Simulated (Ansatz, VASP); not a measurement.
# Zn11Ge23O57 (glassy 68GeO2-32ZnO (mol %)) in two plane-wave programs

Wanted: the spread between two codes on one cell, functional and k mesh. Of the first pair: The structure shown is the start of the Ansatz relaxation below; VASP solves that cell, so the two are compared at the walk's first step.

Method: plane waves, with VASP 6.6.1 beside it; PBE, in Ansatz 0.2.0.

### Step 1. The structure

The cell holds 91 atoms: 23 Ge, 11 Zn and 57 O. Cell: a = 10.927 Å, b = 10.823 Å, c = 10.961 Å, α = 88.1°, β = 87.1°, γ = 90.8°. As first built, before any earlier steps moved the atoms or strained the cell (in the runner's words): 91 atoms (23 Ge, 11 Zn, 57 O) placed at random at 4 g/cm^3, melted at 4000 K for 10 ps at fixed volume with the Morse and Coulomb pair potential with partial charges (Pedone, Malavasi, Menziani, Cormack and Segre, J. Phys. Chem. B 110, 11780 (2006)). Quenched from 4000 K to 300 K at 50 K/ps and fixed volume, held 10 ps at zero pressure, then minimised at fixed cell.

### Step 2. Ansatz: relaxation, PBE

Ansatz runs on its PAW soft_1 files.

The two programs are compared at the cell with which this relaxation starts, whose forces are those of its first step.

input.yaml

```yaml
crystal:
  lattice:
    - [10.92353, -0.08074, 0.27868]
    - [-0.07993, 10.82102, 0.17922]
    - [0.27589, 0.17922, 10.95597]
  atoms:
    - { symbol: Ge, position: [0.59037, 0.00278, 0.08879] }
    - { symbol: Ge, position: [0.56757, 0.54458, 0.2989] }
    - { symbol: Ge, position: [0.03322, 0.6749, 0.81599] }
    - { symbol: Ge, position: [0.34011, 0.95685, 0.46001] }
    - { symbol: Ge, position: [0.53088, 0.71018, 0.7662] }
    - { symbol: Ge, position: [0.39476, 0.39735, 0.10816] }
    - { symbol: Ge, position: [0.94358, 0.26892, 0.0421] }
    - { symbol: Ge, position: [0.87726, 0.86591, 0.40447] }
    - { symbol: Ge, position: [0.04281, 0.58658, 0.30856] }
    - { symbol: Ge, position: [0.81593, 0.06143, 0.89051] }
    - { symbol: Ge, position: [0.42556, 0.50179, 0.57599] }
    - { symbol: Ge, position: [0.12087, 0.49012, 0.04088] }
    - { symbol: Ge, position: [0.81571, 0.39617, 0.26042] }
    - { symbol: Ge, position: [0.5305, 0.22927, 0.64778] }
    - { symbol: Ge, position: [0.76176, 0.38759, 0.7291] }
    - { symbol: Ge, position: [0.72628, 0.7587, 0.15237] }
    - { symbol: Ge, position: [0.97846, 0.15874, 0.34005] }
    - { symbol: Ge, position: [0.26834, 0.18299, 0.28198] }
    - { symbol: Ge, position: [0.01321, 0.2098, 0.64283] }
    - { symbol: Ge, position: [0.75956, 0.60734, 0.90913] }
    - { symbol: Ge, position: [0.17014, 0.81517, 0.26011] }
    - { symbol: Ge, position: [0.28806, 0.97207, 0.06548] }
    - { symbol: Ge, position: [0.12848, 0.48584, 0.59108] }
    - { symbol: Zn, position: [0.62515, 0.80324, 0.48798] }
    - { symbol: Zn, position: [0.50435, 0.18286, 0.91237] }
    - { symbol: Zn, position: [0.83998, 0.57114, 0.49559] }
    - { symbol: Zn, position: [0.81415, 0.83508, 0.68329] }
    - { symbol: Zn, position: [0.07609, 0.97, 0.8744] }
    - { symbol: Zn, position: [0.60137, 0.05531, 0.38829] }
    - { symbol: Zn, position: [0.36005, 0.96249, 0.76791] }
[... 55 atom lines left out ...]
    - { symbol: O, position: [0.01468, 0.7531, 0.32092] }
    - { symbol: O, position: [0.65606, 0.41172, 0.29469] }
    - { symbol: O, position: [0.33375, 0.83698, 0.16169] }
    - { symbol: O, position: [0.83474, 0.373, 0.10251] }
    - { symbol: O, position: [0.87335, 0.53944, 0.31321] }
    - { symbol: O, position: [0.09717, 0.81699, 0.77268] }
kpoints:
  mp_grid: { grid: [1, 1, 1] }
hamiltonian:
  xc: pbe
  pseudopotentials: { kind: paw, azcp: { folder: soft_1 } }
scf:
  occupations: { method: gaussian, width: 0.05 }
output:
  forces: true
  eigenvalues: true
  stress: true
relax:
  f_tol: 0.05
  max_steps: 70
```

The run is started by

```bash
> ansatz run input.yaml --threads 4 --pin off --max-ram 8192MiB --backend cpu --events-out ev --progress --plain --runs-dir out
```

Numbers of over 12 decimals in the logs are rounded to 6 here.

What it wrote:

```text
Warning: output.stress: scf.convergence.dr2_threshold = 1e-7 eV (the SCF's general default) is looser than the 9.1e-9 eV advised for a printed stress (1e-10 eV for each atom of the cell: 91). What an SCF threshold leaves in a stress goes as its square root, and in the free energy as the threshold itself, and one threshold admits the most on a small cell: [figures from the program's tests cut] Every solve of this run  [...]
Engine: ansatz 0.2.0, aarch64-unknown-linux-gnu
Pseudopotentials: kind: paw
Pseudopotential: Ge, paw, valence charge 14, recommended cutoff 420 eV (normal), soft_1/Ge.paw.azcp
Pseudopotential: Zn, paw, valence charge 12, recommended cutoff 420 eV (normal), soft_1/Zn.paw.azcp
Pseudopotential: O, paw, valence charge 6, recommended cutoff 420 eV (normal), soft_1/O.paw.azcp
Functional definition: PBE
  parameter kappa = 0.804
  parameter beta = 0.066725
  exchange = pbe_x(kappa = kappa, mu = beta*pi^2/3)
  correlation = pbe_c(beta = beta)
Crystal: 91 atoms, lattice volume = 1293.775 Å³
Basis set: ecut = 420 eV, 25295 PW (Γ), exchange–correlation on 150×150×150 points (8 copies of the dense FFT grid, shifted against one another)
Bands: 489, of which v1, the nominal top of the filled ones, is band 398 counted from 1 (397 counted from 0)
Symmetry: 1 space group operations
Space group: P1 (ITA 1), of the structure as read, at distance tolerance 1.1e-4 Å
k-points: 1
Non-local potential: Ge, projectors of the file, l = 0: 2, l = 1: 2, l = 2: 3, l = 3: 1
Non-local potential: Zn, projectors of the file, l = 0: 2, l = 1: 2, l = 2: 3, l = 3: 1
Non-local potential: O, projectors of the file, l = 0: 2, l = 1: 2, l = 2: 1
PAW form: soft (Blöchl's): semilocal exchange-correlation on the pseudo side does not see the compensation charge
PAW one-centre angular grid: Ge, 590 points (default); XC on 64 Gauss nodes
PAW one-centre angular grid: Zn, 590 points (default); XC on 64 Gauss nodes
PAW one-centre angular grid: O, 110 points (default); XC on 64 Gauss nodes
Initial density: superposition of atomic densities (chi_scale 0.1, normalization cell, long waves 1 % of neutral atoms (reshape's long-wave potential 1.01 eV rms, cloud 1.88 Å wide))
Initial wavefunctions: pseudopotential atomic-orbital guess
Functional: x = pbe(κ = 0.804, μ = 0.219515), c = pbe(β = 0.066725)
SCF iter   1: F=—  HF=-167661.451456 eV  |F-HF|=—  |Δ(HF+E_count)|=         —  Δρ=1.01e-1  dr2=9.80e1  ethr=3.10e-3  ⟨swp⟩=6.0  Hψ=1981  notcnv=0
preconditioner: auto → Resta (q_TF=auto, 2.516 Å⁻¹)  ε∞=3.2  [insulator: Δε(μ)=1.678 eV  Ē_g=19.764 eV  σ=0.050 eV  W_gap=1.00  n_scr=354 (ndim 8)  ℏωp=29.1 eV  f_vac=0.140  D(μ)=0.00/eV (n_scr^D=0)  ε∞_Penn≈3.2]
SCF iter   2: F=—  HF=-167635.803562 eV  |F-HF|=—  |Δ(HF+E_count)|=    2.56e1  Δρ=3.92e-2  dr2=1.29e1  ethr=3.10e-3  ⟨swp⟩=3.0  Hψ=840  notcnv=0  defer=84
SCF iter   3: F=—  HF=-167632.190656 eV  |F-HF|=—  |Δ(HF+E_count)|=    3.61e0  Δρ=1.72e-2  dr2=3.42e0  ethr=1.62e-3  ⟨swp⟩=2.0  Hψ=776  notcnv=0  defer=84
SCF iter   4: F=—  HF=-167631.733329 eV  |F-HF|=—  |Δ(HF+E_count)|=   4.57e-1  Δρ=7.57e-3  dr2=4.73e-1  ethr=4.29e-4  ⟨swp⟩=3.0  Hψ=775  notcnv=0  defer=84
SCF iter   5: F=—  HF=-167631.797572 eV  |F-HF|=—  |Δ(HF+E_count)|=   6.42e-2  Δρ=2.94e-3  dr2=8.23e-2  ethr=5.94e-5  ⟨swp⟩=2.0  Hψ=641  notcnv=0  defer=84
SCF iter   6: F=—  HF=-167631.816403 eV  |F-HF|=—  |Δ(HF+E_count)|=   1.88e-2  Δρ=8.96e-4  dr2=1.12e-2  ethr=1.03e-5  ⟨swp⟩=2.0  Hψ=809  notcnv=0  defer=84
SCF iter   7: F=—  HF=-167631.815723 eV  |F-HF|=—  |Δ(HF+E_count)|=   6.80e-4  Δρ=4.62e-4  dr2=2.48e-3  ethr=1.41e-6  ⟨swp⟩=2.0  Hψ=803  notcnv=0  defer=84
SCF iter   8: F=—  HF=-167631.818274 eV  |F-HF|=—  |Δ(HF+E_count)|=   2.55e-3  Δρ=2.51e-4  dr2=6.37e-4  ethr=3.11e-7  ⟨swp⟩=2.0  Hψ=674  notcnv=0  defer=84
SCF iter   9: F=—  HF=-167631.818332 eV  |F-HF|=—  |Δ(HF+E_count)|=   5.84e-5  Δρ=1.21e-4  dr2=1.41e-4  ethr=8.00e-8  ⟨swp⟩=2.0  Hψ=799  notcnv=0  defer=84
[...]
--- Relaxed structure (6 steps of the walk, 5 accepted, 0 SCFs on fresh bases) ---
  F+E_penalty+E_count = -167631.87866569 eV   max|allowed force component| = 1.331e-2 eV/Å
  atoms:
    - { symbol: Ge, position: [0.590982, 0.00426638, 0.088723] }
    - { symbol: Ge, position: [0.567835, 0.546154, 0.299904] }
    - { symbol: Ge, position: [0.033934, 0.674568, 0.815340] }
    - { symbol: Ge, position: [0.340579, 0.957066, 0.459454] }
    - { symbol: Ge, position: [0.528518, 0.709974, 0.768452] }
    - { symbol: Ge, position: [0.397140, 0.398439, 0.107889] }
    - { symbol: Ge, position: [0.943628, 0.268103, 0.041739] }
    - { symbol: Ge, position: [0.877913, 0.864779, 0.404613] }
    - { symbol: Ge, position: [0.042396, 0.585740, 0.308186] }
    - { symbol: Ge, position: [0.815865, 0.061202, 0.889385] }
    - { symbol: Ge, position: [0.426311, 0.503080, 0.576442] }
    - { symbol: Ge, position: [0.121103, 0.489977, 0.040572] }
    - { symbol: Ge, position: [0.814386, 0.394348, 0.260647] }
    - { symbol: Ge, position: [0.529527, 0.229486, 0.646994] }
    - { symbol: Ge, position: [0.761826, 0.387900, 0.729780] }
    - { symbol: Ge, position: [0.726225, 0.759456, 0.151642] }
    - { symbol: Ge, position: [0.978575, 0.158153, 0.340741] }
    - { symbol: Ge, position: [0.269307, 0.184031, 0.282206] }
    - { symbol: Ge, position: [0.015146, 0.209695, 0.643002] }
    - { symbol: Ge, position: [0.759401, 0.607057, 0.909977] }
    - { symbol: Ge, position: [0.170640, 0.814470, 0.260027] }
    - { symbol: Ge, position: [0.287147, 0.972506, 0.066082] }
    - { symbol: Ge, position: [0.128770, 0.485475, 0.590441] }
    - { symbol: Zn, position: [0.623299, 0.800124, 0.488009] }
    - { symbol: Zn, position: [0.504250, 0.184193, 0.911326] }
    - { symbol: Zn, position: [0.838823, 0.569537, 0.495961] }
    - { symbol: Zn, position: [0.813013, 0.834329, 0.682562] }
    - { symbol: Zn, position: [0.075153, 0.968680, 0.874304] }
    - { symbol: Zn, position: [0.602474, 0.054951, 0.387072] }
    - { symbol: Zn, position: [0.359939, 0.963329, 0.768968] }
    - { symbol: Zn, position: [0.096587, 0.927761, 0.612071] }
    - { symbol: Zn, position: [0.782886, 0.095174, 0.576601] }
    - { symbol: Zn, position: [0.347277, 0.664280, 0.130768] }
    - { symbol: Zn, position: [0.955058, 0.967349, 0.139400] }
    - { symbol: O, position: [0.948883, 0.856143, 0.557019] }
    - { symbol: O, position: [0.868345, 0.703457, 0.815430] }
    - { symbol: O, position: [0.447328, 0.129457, 0.754081] }
    - { symbol: O, position: [0.613893, 0.084015, 0.217580] }
    - { symbol: O, position: [0.971239, 0.155376, 0.157435] }
    - { symbol: O, position: [0.362028, 0.109889, 0.390157] }
    - { symbol: O, position: [0.606077, 0.643282, 0.895204] }
    - { symbol: O, position: [0.747460, 0.964107, 0.455553] }
    - { symbol: O, position: [0.489792, 0.903078, 0.437445] }
    - { symbol: O, position: [0.625651, 0.294788, 0.759560] }
    - { symbol: O, position: [0.467026, 0.535744, 0.174311] }
    - { symbol: O, position: [0.961062, 0.131511, 0.513269] }
    - { symbol: O, position: [0.057599, 0.543918, 0.724633] }
    - { symbol: O, position: [0.132295, 0.324091, 0.616731] }
    - { symbol: O, position: [0.856253, 0.268528, 0.354739] }
    - { symbol: O, position: [0.079423, 0.348193, 0.979355] }
    - { symbol: O, position: [0.894964, 0.205677, 0.905479] }
    - { symbol: O, position: [0.032058, 0.531684, 0.470245] }
    - { symbol: O, position: [0.342114, 0.329983, 0.248110] }
    - { symbol: O, position: [0.975958, 0.992519, 0.326285] }
    - { symbol: O, position: [0.640849, 0.780945, 0.665964] }
    - { symbol: O, position: [0.783000, 0.728785, 0.448614] }
    - { symbol: O, position: [0.823823, 0.859299, 0.223939] }
    - { symbol: O, position: [0.211361, 0.888108, 0.394269] }
[...]
- { symbol: O, position: [0.249317, 0.111204, 0.144972] }
    - { symbol: O, position: [0.066619, 0.081175, 0.724501] }
    - { symbol: O, position: [0.014119, 0.752241, 0.321638] }
    - { symbol: O, position: [0.653490, 0.410886, 0.295368] }
    - { symbol: O, position: [0.335469, 0.837766, 0.161727] }
    - { symbol: O, position: [0.832891, 0.371171, 0.102709] }
    - { symbol: O, position: [0.871505, 0.538300, 0.312849] }
    - { symbol: O, position: [0.099109, 0.816343, 0.772426] }
```

### Step 3. VASP: single point, PBE, start cell, pair 1

The same cell, functional, mesh and smearing now go to VASP, with its own data sets.

Lines of VASP's logs that name or quote its potential files are left out, and so is its time.

INCAR

```
SYSTEM = Zn11Ge23O57
PREC = Accurate
ENCUT = 520
EDIFF = 1E-06
NELM = 120
ISMEAR = 0
SIGMA = 0.05
LREAL = Auto
ALGO = Normal
GGA = PE
NBANDS = 464
LORBIT = 11
LWAVE = .FALSE.
LCHARG = .FALSE.
ISIF = 2
LASPH = .TRUE.
GGA_COMPAT = .FALSE.
EFERMI = MIDGAP
NCORE = 2
```

POSCAR

```
Zn11Ge23O57
1.0
   10.9235300000     -0.0807400000      0.2786800000
   -0.0799300000     10.8210200000      0.1792200000
    0.2758900000      0.1792200000     10.9559700000
Ge Zn O
23 11 57
Direct
    0.5903701264      0.0027773337      0.0887897557
    0.5675697648      0.5445842343      0.2988990725
    0.0332237789      0.6749031406      0.8159921081
    0.3401070574      0.9568522784      0.4600078222
    0.5308794188      0.7101774730      0.7662011229
    0.3947643467      0.3973460186      0.1081579010
    0.9435758740      0.2689154171      0.0421002663
    0.8772643732      0.8659111280      0.4044676439
    0.0428119146      0.5865765908      0.3085571537
    0.8159292360      0.0614342114      0.8905105254
    0.4255580988      0.5017854024      0.5759942286
    0.1208672692      0.4901231457      0.0408797066
    0.8157086768      0.3961722163      0.2604220641
    0.5304978535      0.2292701664      0.6477811694
    0.7617619989      0.3875915741      0.7290954616
    0.7262768156      0.7587022669      0.1523668426
    0.9784631934      0.1587426554      0.3400494907
    0.2683410857      0.1829892261      0.2819762538
    0.0132117755      0.2098008197      0.6428292191
    0.7595644505      0.6073358458      0.9091278863
    0.1701367881      0.8151744830      0.2601130442
    0.2880600167      0.9720730995      0.0654810568
    0.1284804997      0.4858359627      0.5910771509
    0.6251526483      0.8032439220      0.4879828152
    0.5043518563      0.1828576966      0.9123679116
    0.8399778380      0.5711384318      0.4955887563
    0.8141538157      0.8350760665      0.6832940654
    0.0760922036      0.9700041705      0.8743954645
    0.6013710911      0.0553058118      0.3882904021
    0.3600460810      0.9624920620      0.7679068609
[... 55 atom lines left out ...]
    0.0146797895      0.7530962107      0.3209244944
    0.6560615322      0.4117224289      0.2946868126
    0.3337465686      0.8369791695      0.1616915800
    0.8347422093      0.3729985504      0.1025126247
    0.8733537098      0.5394390564      0.3132114747
    0.0971687988      0.8169899904      0.7726837563
```

KPOINTS

```
Automatic mesh
0
Gamma
1 1 1
0 0 0
```

The projector-augmented-wave data sets are Ge_d, Zn and O (PBE family, release 64).

The run is started by

```bash
> mpirun -np 8 vasp_gam
```

What it wrote:

```text
[banner, memory and clock lines left out]
running    8 mpi-ranks, on    1 nodes
[...]
LDA part: xc-table for (Slater+PW92), standard interpolation
 POSCAR, INCAR and KPOINTS ok, starting setup
[...]
entering main loop
       N       E                     dE             d eps       ncg     rms          rms(c)
DAV:   1     0.249749865392E+05    0.24975E+05   -0.26624E+05  1096   0.441E+03
DAV:   2     0.592780448406E+04   -0.19047E+05   -0.17882E+05   928   0.125E+03
DAV:   3     0.326929593430E+03   -0.56009E+04   -0.52588E+04   992   0.408E+02
DAV:   4    -0.565146956766E+03   -0.89208E+03   -0.87231E+03  1048   0.182E+02
[...]
DAV:  19    -0.534609586933E+03    0.77387E-06   -0.41937E-05  1384   0.305E-02    0.781E-03
DAV:  20    -0.534609586580E+03    0.35313E-06   -0.15625E-05  1208   0.192E-02    0.425E-03
DAV:  21    -0.534609586430E+03    0.14967E-06   -0.63915E-06   976   0.112E-02
   1 F= -.53460959E+03 E0= -.53460959E+03  d E =-.188137-124
```

OUTCAR, selected parts (step 3):

```text
  Total       19.3858745      5.6128555      5.6130492     -0.2523888     -0.3803991     -0.7324530
  in kB       24.0069619      6.9508140      6.9510539     -0.3125517     -0.4710763     -0.9070508
  external PRESSURE =      12.6362766 kB  Pullay stress =       0.0000000 kB

  FREE ENERGIE OF THE ION-ELECTRON SYSTEM (eV)
  ---------------------------------------------------
  free  energy   TOTEN  =      -534.6095864305 eV

  energy  without entropy=     -534.6095864305  energy(sigma->0) =     -534.60958643

[... 3 further parts left out ...]
[key lines of the parts left out:]
E-fermi :   1.9466
```

The run ends at a pressure of 1.26 GPa, with forces up to 0.33 eV/Å.

### Step 4. Side by side

Known differences besides the potentials themselves: the cutoff is 420 eV in Ansatz and 520 eV in VASP (PREC = Accurate, projectors in real space). Total energies have different zeros and are not compared.

Forces on 10 of the 91 atoms, those with the largest forces and the largest differences (eV/Å; atoms numbered as in POSCAR):

| atom | Ansatz x, y, z | VASP x, y, z |
| --- | --- | --- |
| Ge11 | 0.273, -0.101, 0.077 | 0.260, -0.078, 0.074 |
| Ge13 | 0.255, -0.098, -0.093 | 0.218, -0.106, -0.084 |
| Ge17 | -0.191, -0.216, -0.025 | -0.175, -0.205, 0.005 |
| Ge18 | 0.202, -0.083, -0.182 | 0.188, -0.044, -0.179 |
| Ge20 | 0.257, -0.134, 0.131 | 0.227, -0.139, 0.152 |
| Ge23 | -0.251, -0.184, 0.136 | -0.235, -0.177, 0.141 |
| O38 | 0.004, 0.009, -0.012 | -0.003, -0.004, -0.130 |
| O41 | -0.343, 0.060, -0.001 | -0.305, 0.060, -0.026 |
| O69 | 0.086, -0.074, -0.097 | 0.043, 0.000, -0.025 |
| O80 | -0.080, -0.016, 0.043 | -0.125, -0.086, 0.135 |

The forces differ by 30 meV/Å r.m.s., which is 33.6 % of the r.m.s. force of 0.089 eV/Å (both taken over all components).

### Step 5. Ansatz: relaxation, PBE

This run makes the geometry at which the two programs are then compared.

The structure compared here is the end of the Ansatz relaxation.

This is the run of step 2 again, met here at its other cell.

### Step 6. VASP: single point, PBE, relaxed atoms in a fixed cell, pair 2

The same cell, functional, mesh and smearing now go to VASP, with its own data sets.

INCAR, as its differences from that of step 3:

```diff
@@ -2,3 +2,3 @@
 PREC = Accurate
-ENCUT = 520
+ENCUT = 600
 EDIFF = 1E-06
```

POSCAR

```
Zn11Ge23O57
1.0
   10.9235300000     -0.0807400000      0.2786800000
   -0.0799300000     10.8210200000      0.1792200000
    0.2758900000      0.1792200000     10.9559700000
Ge Zn O
23 11 57
Direct
    0.5909800000      0.0042700000      0.0887200000
    0.5678300000      0.5461500000      0.2999000000
    0.0339300000      0.6745700000      0.8153400000
    0.3405800000      0.9570700000      0.4594500000
    0.5285200000      0.7099700000      0.7684500000
    0.3971400000      0.3984400000      0.1078900000
    0.9436300000      0.2681000000      0.0417400000
    0.8779100000      0.8647800000      0.4046100000
    0.0424000000      0.5857400000      0.3081900000
    0.8158700000      0.0612000000      0.8893900000
    0.4263100000      0.5030800000      0.5764400000
    0.1211000000      0.4899800000      0.0405700000
    0.8143900000      0.3943500000      0.2606500000
    0.5295300000      0.2294900000      0.6469900000
    0.7618300000      0.3879000000      0.7297800000
    0.7262300000      0.7594600000      0.1516400000
    0.9785700000      0.1581500000      0.3407400000
    0.2693100000      0.1840300000      0.2822100000
    0.0151500000      0.2096900000      0.6430000000
    0.7594000000      0.6070600000      0.9099800000
    0.1706400000      0.8144700000      0.2600300000
    0.2871500000      0.9725100000      0.0660800000
    0.1287700000      0.4854700000      0.5904400000
    0.6233000000      0.8001200000      0.4880100000
    0.5042500000      0.1841900000      0.9113300000
    0.8388200000      0.5695400000      0.4959600000
    0.8130100000      0.8343300000      0.6825600000
    0.0751500000      0.9686800000      0.8743000000
    0.6024700000      0.0549500000      0.3870700000
    0.3599400000      0.9633300000      0.7689700000
[... 55 atom lines left out ...]
    0.0141200000      0.7522400000      0.3216400000
    0.6534900000      0.4108900000      0.2953700000
    0.3354700000      0.8377700000      0.1617300000
    0.8328900000      0.3711700000      0.1027100000
    0.8715100000      0.5383000000      0.3128500000
    0.0991100000      0.8163400000      0.7724300000
```

KPOINTS is that of step 3.

The run is started by

```bash
> mpirun -np 8 vasp_gam
```

What it wrote:

```text
[... set-up lines as in an earlier step ...]
 entering main loop
       N       E                     dE             d eps       ncg     rms          rms(c)
DAV:   1     0.263561889929E+05    0.26356E+05   -0.29556E+05  1144   0.479E+03
DAV:   2     0.656576091824E+04   -0.19790E+05   -0.18459E+05   928   0.138E+03
DAV:   3     0.466304856578E+03   -0.60995E+04   -0.57250E+04   992   0.435E+02
DAV:   4    -0.554351841549E+03   -0.10207E+04   -0.99772E+03  1040   0.197E+02
[...]
DAV:  19    -0.534813773072E+03    0.63078E-06   -0.42100E-05  1448   0.288E-02    0.771E-03
DAV:  20    -0.534813772383E+03    0.68849E-06   -0.12405E-05  1128   0.178E-02    0.379E-03
DAV:  21    -0.534813772215E+03    0.16803E-06   -0.69242E-06   984   0.113E-02
   1 F= -.53481377E+03 E0= -.53481377E+03  d E =-.895443-118
```

From OUTCAR (step 6):

```text
  Total        6.3034468      0.3428988      1.2270286      0.0564759     -0.1695786      0.2173310
  in kB        7.8060243      0.4246370      1.5195203      0.0699382     -0.2100017      0.2691370
  external PRESSURE =       3.2500605 kB  Pullay stress =       0.0000000 kB

  FREE ENERGIE OF THE ION-ELECTRON SYSTEM (eV)
  ---------------------------------------------------
  free  energy   TOTEN  =      -534.8137722152 eV

  energy  without entropy=     -534.8137722152  energy(sigma->0) =     -534.81377222

[... 1 part as in an earlier step ...]

[... 2 further parts left out ...]
[key lines of the parts left out:]
E-fermi :   1.9283
```

The run ends at a pressure of 0.33 GPa, with forces up to 0.12 eV/Å.

[end of part 1 of 2]

[Lines on the potential files, build, host, timing and source positions are cut from VASP's logs without a mark.]

[Logs are printed without paths, hosts, clocks, repeated set-up lines and the standing remarks that a program may print on its own settings, such as how far it seeks lower states.]

[Hosts, paths, dates, database ids (printed as entryN), source tags and the programs' standing remarks are cut or masked in the printed files.]
